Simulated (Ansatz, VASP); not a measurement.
# Cross-check of Ta (Ta(100)) between VASP and Ansatz

Wanted: the spread between two codes on one cell, functional and k mesh. The structure shown is the end of the VASP relaxation below.

Method: plane waves, with VASP 6.6.1 beside it; single point at PBE, in Ansatz 0.2.0.

## 1. The starting structure

The cell holds 16 atoms: 16 Ta. Its edges and angles: a = 6.620 Å, b = 6.620 Å, c = 19.965 Å, α = 90.0°, β = 90.0°, γ = 90.0°. It derives from Ta. As first built, before any earlier steps moved the atoms (in the runner's words): 4 layers of bcc Ta, cut at this functional's lattice. Vacuum lies along c.

## 2. VASP: relaxation, PBE

This run makes the geometry at which the two programs are then compared.

Lines of VASP's logs that name or quote its potential files are left out, and so is its time.

The input, INCAR:

```
SYSTEM = Ta
PREC = Normal
ENCUT = 440
EDIFF = 1E-05
NELM = 120
ISMEAR = 1
SIGMA = 0.15
LREAL = Auto
ALGO = Fast
GGA = PE
NBANDS = 56
LASPH = .TRUE.
LORBIT = 11
LWAVE = .FALSE.
LCHARG = .FALSE.
KPAR = 2
NCORE = 2
IBRION = 2
NSW = 40
ISIF = 2
EDIFFG = -0.03
POTIM = 0.4
MAXMIX = 40
IDIPOL = 3
LDIPOL = .TRUE.
DIPOL = 0.5 0.5 0.5
```

The input, POSCAR:

```
Ta
1.0
    6.6200000000      0.0000000000      0.0000000000
    0.0000000000      6.6200000000      0.0000000000
    0.0000000000      0.0000000000     19.9650000000
Ta
16
Selective dynamics
Direct
    0.2500000000      0.2500000000      0.3756574000  F F F
    0.7500000000      0.2500000000      0.3756574000  F F F
    0.2500000000      0.7500000000      0.3756574000  F F F
    0.7500000000      0.7500000000      0.3756574000  F F F
    0.0000000000      0.0000000000      0.4585524700  F F F
    0.5000000000      0.0000000000      0.4585524700  F F F
    0.0000000000      0.5000000000      0.4585524700  F F F
    0.5000000000      0.5000000000      0.4585524700  F F F
    0.2500000000      0.2500000000      0.5414475300  T T T
    0.7500000000      0.2500000000      0.5414475300  T T T
    0.2500000000      0.7500000000      0.5414475300  T T T
    0.7500000000      0.7500000000      0.5414475300  T T T
    0.0000000000      0.0000000000      0.6243426000  T T T
    0.5000000000      0.0000000000      0.6243426000  T T T
    0.0000000000      0.5000000000      0.6243426000  T T T
    0.5000000000      0.5000000000      0.6243426000  T T T
```

The input, KPOINTS:

```
Automatic mesh
0
Gamma
4 4 1
0 0 0
```

The projector-augmented-wave data sets are Ta (PBE family, release 64).

Command:

```sh
> mpirun -np 4 vasp_std
```

Numbers of over 12 decimals in the logs are rounded to 6 here.

The program printed:

```text
[banner, memory and clock lines left out]
running    4 mpi-ranks, on    1 nodes
 distrk:  each k-point on    2 cores,    2 groups
 distr:  one band on    2 cores,    1 groups

 POSCAR found type information on POSCAR Ta
 POSCAR found :  1 types and      16 ions
 LDA part: xc-table for (Slater+PW92), standard interpolation
 POSCAR, INCAR and KPOINTS ok, starting setup
 FFT: planning ... GRIDC
 FFT: planning ... GRID_SOFT
 FFT: planning ... GRID
 WAVECAR not read
 entering main loop
       N       E                     dE             d eps       ncg     rms          rms(c)
DAV:   1     0.286685718438E+03    0.28669E+03   -0.23800E+04   672   0.934E+02
DAV:   2    -0.131873650429E+03   -0.41856E+03   -0.38752E+03  1008   0.165E+02
DAV:   3    -0.191680856282E+03   -0.59807E+02   -0.57169E+02   856   0.648E+01
DAV:   4    -0.196763047674E+03   -0.50822E+01   -0.49173E+01  1128   0.171E+01
DAV:   5    -0.196936692595E+03   -0.17364E+00   -0.17078E+00  1096   0.324E+00    0.477E+01
RMM:   6    -0.187513145360E+03    0.94235E+01   -0.19569E+02   820   0.245E+01    0.229E+01
RMM:   7    -0.180823404372E+03    0.66897E+01   -0.80719E+01   717   0.201E+01    0.163E+01
RMM:   8    -0.174841476809E+03    0.59819E+01   -0.10747E+01   693   0.985E+00    0.452E+00
RMM:   9    -0.174394927687E+03    0.44655E+00   -0.65537E+00   838   0.515E+00    0.316E+00
RMM:  10    -0.174117649217E+03    0.27728E+00   -0.36956E+00   934   0.320E+00    0.162E+00
RMM:  11    -0.174074863452E+03    0.42786E-01   -0.35485E-01   859   0.140E+00    0.101E+00
RMM:  12    -0.174065245132E+03    0.96183E-02   -0.12438E-01   832   0.775E-01    0.365E-01
RMM:  13    -0.174065086893E+03    0.15824E-03   -0.51256E-02   919   0.450E-01    0.157E-01
RMM:  14    -0.174067940661E+03   -0.28538E-02   -0.25848E-02   951   0.271E-01    0.147E-01
RMM:  15    -0.174067492361E+03    0.44830E-03   -0.35502E-03   825   0.139E-01    0.543E-02
RMM:  16    -0.174067872516E+03   -0.38015E-03   -0.45817E-03   935   0.118E-01    0.627E-02
RMM:  17    -0.174068025270E+03   -0.15275E-03   -0.94143E-04   993   0.567E-02    0.632E-02
RMM:  18    -0.174067857231E+03    0.16804E-03   -0.65060E-04   834   0.462E-02    0.134E-02
RMM:  19    -0.174067921320E+03   -0.64089E-04   -0.29810E-04   922   0.320E-02    0.110E-02
RMM:  20    -0.174067943487E+03   -0.22168E-04   -0.35401E-05   525   0.137E-02    0.830E-03
RMM:  21    -0.174067943525E+03   -0.37968E-07   -0.87518E-06   436   0.832E-03
   1 F= -.17406794E+03 E0= -.17406803E+03  d E =-.174068E+03
[... from here on, the cycles between the ionic steps are left out ...]
   2 F= -.17426944E+03 E0= -.17426948E+03  d E =-.201497E+00
   3 F= -.17440091E+03 E0= -.17440507E+03  d E =-.332966E+00
   4 F= -.17440116E+03 E0= -.17440517E+03  d E =-.333219E+00
   5 F= -.17443862E+03 E0= -.17444286E+03  d E =-.374614E-01
   6 F= -.17449932E+03 E0= -.17450369E+03  d E =-.981592E-01
   7 F= -.17450139E+03 E0= -.17450594E+03  d E =-.100227E+00
   8 F= -.17450145E+03 E0= -.17450595E+03  d E =-.100288E+00
 curvature:  -2.98 expect dE=-0.882E-02 dE for cont linesearch -0.302E-05
 trial: gam=-0.00717 g(F)=  0.296E-02 g(S)=  0.000E+00 ort = 0.188E-03 (trialstep = 0.229E+01)
 search vector abs. value=  0.296E-02
 bond charge predicted
       N       E                     dE             d eps       ncg     rms          rms(c)
DAV:   1    -0.174505568256E+03   -0.41249E-02   -0.11269E+00   672   0.340E+00    0.414E-01
RMM:   2    -0.174503901822E+03    0.16664E-02   -0.18670E-02   769   0.370E-01    0.124E-01
RMM:   3    -0.174503776609E+03    0.12521E-03   -0.80988E-03   884   0.181E-01    0.558E-02
RMM:   4    -0.174503995997E+03   -0.21939E-03   -0.14253E-03   927   0.817E-02    0.329E-02
RMM:   5    -0.174504013917E+03   -0.17920E-04   -0.30946E-04   820   0.308E-02    0.244E-02
RMM:   6    -0.174504002560E+03    0.11357E-04   -0.12655E-04   740   0.217E-02    0.128E-02
RMM:   7    -0.174503999875E+03    0.26849E-05   -0.36146E-05   466   0.132E-02
   9 F= -.17450400E+03 E0= -.17450886E+03  d E =-.254889E-02
 trial-energy change:   -0.002549  1 .order   -0.002550   -0.006791    0.001692
 step:   1.8352(harm=  1.8352)  dis= 0.00607  next Energy=  -174.504170 (dE=-0.272E-02)
 reached required accuracy - stopping structural energy minimisation
```

Parts of OUTCAR (step 2):

```text
ion  position               nearest neighbor table
   1  0.250  0.250  0.376-   5 2.87   6 2.87   7 2.87   8 2.87   9 3.31   3 3.31   2 3.31   3 3.31
                             2 3.31
   2  0.750  0.250  0.376-   5 2.87   6 2.87   7 2.87   8 2.87  10 3.31   4 3.31   1 3.31   4 3.31
                             1 3.31
   3  0.250  0.750  0.376-   5 2.87   6 2.87   7 2.87   8 2.87  11 3.31   4 3.31   1 3.31   1 3.31
                             4 3.31
   4  0.750  0.750  0.376-   5 2.87   6 2.87   7 2.87   8 2.87  12 3.31   3 3.31   2 3.31   2 3.31
                             3 3.31
   5  0.000  0.000  0.459-   9 2.87  10 2.87  11 2.87  12 2.87   1 2.87   2 2.87   3 2.87   4 2.87
                            13 3.31   7 3.31   6 3.31   7 3.31   6 3.31
   6  0.500  0.000  0.459-   9 2.87  10 2.87  11 2.87  12 2.87   1 2.87   2 2.87   3 2.87   4 2.87
                            14 3.31   8 3.31   5 3.31   8 3.31   5 3.31
   7  0.000  0.500  0.459-   9 2.87  10 2.87  11 2.87  12 2.87   1 2.87   2 2.87   3 2.87   4 2.87
                            15 3.31   8 3.31   5 3.31   5 3.31   8 3.31
   8  0.500  0.500  0.459-   9 2.87  10 2.87  11 2.87  12 2.87   1 2.87   2 2.87   3 2.87   4 2.87
                            16 3.31   7 3.31   6 3.31   6 3.31   7 3.31
   9  0.250  0.250  0.541-   5 2.87   6 2.87   7 2.87   8 2.87  13 2.87  14 2.87  15 2.87  16 2.87
                             1 3.31  10 3.31  11 3.31  11 3.31  10 3.31
  10  0.750  0.250  0.541-   5 2.87   6 2.87   7 2.87   8 2.87  13 2.87  14 2.87  15 2.87  16 2.87
                             2 3.31   9 3.31  12 3.31  12 3.31   9 3.31
  11  0.250  0.750  0.541-   5 2.87   6 2.87   7 2.87   8 2.87  13 2.87  14 2.87  15 2.87  16 2.87
                             3 3.31   9 3.31  12 3.31   9 3.31  12 3.31
  12  0.750  0.750  0.541-   5 2.87   6 2.87   7 2.87   8 2.87  13 2.87  14 2.87  15 2.87  16 2.87
                             4 3.31  10 3.31  11 3.31  10 3.31  11 3.31
  13  0.000  0.000  0.624-   9 2.87  10 2.87  11 2.87  12 2.87   5 3.31  14 3.31  15 3.31  15 3.31
                            14 3.31
  14  0.500  0.000  0.624-   9 2.87  10 2.87  11 2.87  12 2.87   6 3.31  13 3.31  16 3.31  16 3.31
                            13 3.31
  15  0.000  0.500  0.624-   9 2.87  10 2.87  11 2.87  12 2.87   7 3.31  13 3.31  16 3.31  13 3.31
                            16 3.31
  16  0.500  0.500  0.624-   9 2.87  10 2.87  11 2.87  12 2.87   8 3.31  14 3.31  15 3.31  14 3.31
                            15 3.31

  LATTYP: Found a simple tetragonal cell.
 ALAT       =     6.6200000000
 C/A-ratio  =     3.0158610272

 Subroutine GETGRP returns: Found 16 space group operations
 (whereof  8 operations were pure point group operations)

The static configuration has the point symmetry C_4v.
 The point group associated with its full space group is D_4h.

 Found      6 irreducible k-points:

   k-points           NKPTS =      6   k-points in BZ     NKDIM =      6   number of bands    NBANDS=     56

   dimension x,y,z NGX =    36 NGY =   36 NGZ =  108
   dimension x,y,z NGXF=    72 NGYF=   72 NGZF=  216

   ENCUT  =  440.0 eV  32.34 Ry    5.69 a.u.  11.32 11.32 34.15*2*pi/ulx,y,z

   NELECT =      80.0000    total number of electrons

 k-points in reciprocal lattice and weights: Automatic mesh
   0.00000000  0.00000000  0.00000000       0.062
   0.25000000  0.00000000  0.00000000       0.250
   0.50000000  0.00000000  0.00000000       0.125
   0.25000000  0.25000000  0.00000000       0.250
   0.50000000  0.25000000  0.00000000       0.250
   0.50000000  0.50000000  0.00000000       0.062

 dipolmoment           0.000000      0.000000     -0.050379 electrons x Angstroem

 average (electrostatic) potential at core
       1 -42.5504       2 -42.5504       3 -42.5504       4 -42.5504       5 -41.6190
       6 -41.6190       7 -41.6190       8 -41.6190       9 -41.2915      10 -41.2915
      11 -41.2915      12 -41.2915      13 -42.2712      14 -42.2712      15 -42.2712
      16 -42.2712

 E-fermi :  -0.3793

 k-point     1 :       0.0000    0.0000    0.0000
  band No.  band energies     occupation
    ...
     35      -0.5219      2.03843
     36      -0.5100      2.01214
     37      -0.5100      2.01214
     38      -0.4226      1.46682
     39      -0.3899      1.11935
     40      -0.3112      0.31234
     41      -0.3112      0.31234
     42      -0.2483     -0.01309
     43      -0.2483     -0.01309
     44      -0.0652     -0.01166
    ...

 k-point     2 :       0.2500    0.0000    0.0000
  band No.  band energies     occupation
    ...
     36      -0.6805      2.01559
     37      -0.6387      2.03460
     38      -0.5551      2.06999
     39      -0.4073      1.30945
     40      -0.3788      0.99428
     41      -0.3308      0.48338
     42      -0.2427     -0.02646
     43      -0.0749     -0.01453
     44       0.0190     -0.00113
     45       0.0688     -0.00020
    ...

 k-point     3 :       0.5000    0.0000    0.0000
  band No.  band energies     occupation
    ...
     36      -1.1073      2.00000
     37      -0.7815      2.00099
     38      -0.7815      2.00099
     39      -0.7625      2.00181
     40      -0.7625      2.00181
     41      -0.2309     -0.04799
     42      -0.2309     -0.04799
     43      -0.1109     -0.02967
     44      -0.1109     -0.02967
     45      -0.0092     -0.00267
    ...

  Total      -19.3324010    -19.3324010     -5.8136142      0.0000000      0.0000000     -0.0000000
  in kB      -35.4006376    -35.4006376    -10.6456332      0.0000000      0.0000000     -0.0000000
  external PRESSURE =     -27.1489695 kB  Pullay stress =       0.0000000 kB

  energy-cutoff  :      440.00
  volume of cell :      874.95
      direct lattice vectors                 reciprocal lattice vectors
     6.620000000  0.000000000  0.000000000     0.151057402  0.000000000  0.000000000
     0.000000000  6.620000000  0.000000000     0.000000000  0.151057402  0.000000000
     0.000000000  0.000000000 19.965000000     0.000000000  0.000000000  0.050087653

 POSITION                                       TOTAL-FORCE (eV/Angst)
 -----------------------------------------------------------------------------------
      1.65500      1.65500      7.50000        -0.000000     -0.000000      0.859737
      4.96500      1.65500      7.50000        -0.000000      0.000000      0.859737
      1.65500      4.96500      7.50000        -0.000000     -0.000000      0.859737
      4.96500      4.96500      7.50000        -0.000000     -0.000000      0.859737
      0.00000      0.00000      9.15500         0.000000      0.000000     -0.867682
      3.31000      0.00000      9.15500        -0.000000      0.000000     -0.867682
      0.00000      3.31000      9.15500        -0.000000     -0.000000     -0.867682
      3.31000      3.31000      9.15500        -0.000000      0.000000     -0.867682
      1.65500      1.65500     10.79976         0.000000     -0.000000      0.028069
      4.96500      1.65500     10.79976         0.000000      0.000000      0.028069
      1.65500      4.96500     10.79976         0.000000      0.000000      0.028069
      4.96500      4.96500     10.79976         0.000000      0.000000      0.028069
      0.00000      0.00000     12.27539        -0.000000      0.000000     -0.020123
      3.31000      0.00000     12.27539        -0.000000      0.000000     -0.020123
      0.00000      3.31000     12.27539        -0.000000      0.000000     -0.020123
      3.31000      3.31000     12.27539        -0.000000      0.000000     -0.020123
 -----------------------------------------------------------------------------------
    total drift:                                0.000000      0.000000      0.002640

  FREE ENERGIE OF THE ION-ELECTRON SYSTEM (eV)
  ---------------------------------------------------
  free  energy   TOTEN  =      -174.5039998747 eV

  energy  without entropy=     -174.5185811111  energy(sigma->0) =     -174.50886029

 reached required accuracy - stopping structural energy minimisation

 vacuum level on the upper side and lower side of the slab         3.394         3.603

 total charge
# of ion       s       p       d       tot
------------------------------------------
    1        0.691   0.460   2.975   4.126
    2        0.691   0.460   2.975   4.126
    3        0.691   0.460   2.975   4.126
    4        0.691   0.460   2.975   4.126
    5        0.710   0.751   3.271   4.732
    6        0.710   0.751   3.271   4.732
    7        0.710   0.751   3.271   4.732
    8        0.710   0.751   3.271   4.732
    9        0.728   0.742   3.439   4.909
   10        0.728   0.742   3.439   4.909
   11        0.728   0.742   3.439   4.909
   12        0.728   0.742   3.439   4.909
   13        0.729   0.497   3.110   4.335
   14        0.729   0.497   3.110   4.335
   15        0.729   0.497   3.110   4.335
   16        0.729   0.497   3.110   4.335
--------------------------------------------------
tot         11.431   9.800  51.177  72.408

[... 3 further parts left out ...]
```

The data set Ta keeps the semicore shell frozen, which is cheaper and a little less accurate. The run keeps the 8 symmetry operations of its start, so it cannot find a distortion of lower symmetry.

[end of part 1 of 2]

[Lines on the potential files, build, host, timing and source positions are cut from VASP's logs without a mark.]

[Logs are printed without paths, hosts, clocks, repeated set-up lines and the standing remarks that a program may print on its own settings, such as how far it seeks lower states.]

[Hosts, paths, dates, database ids (printed as entryN), source tags and the programs' standing remarks are cut or masked in the printed files.]
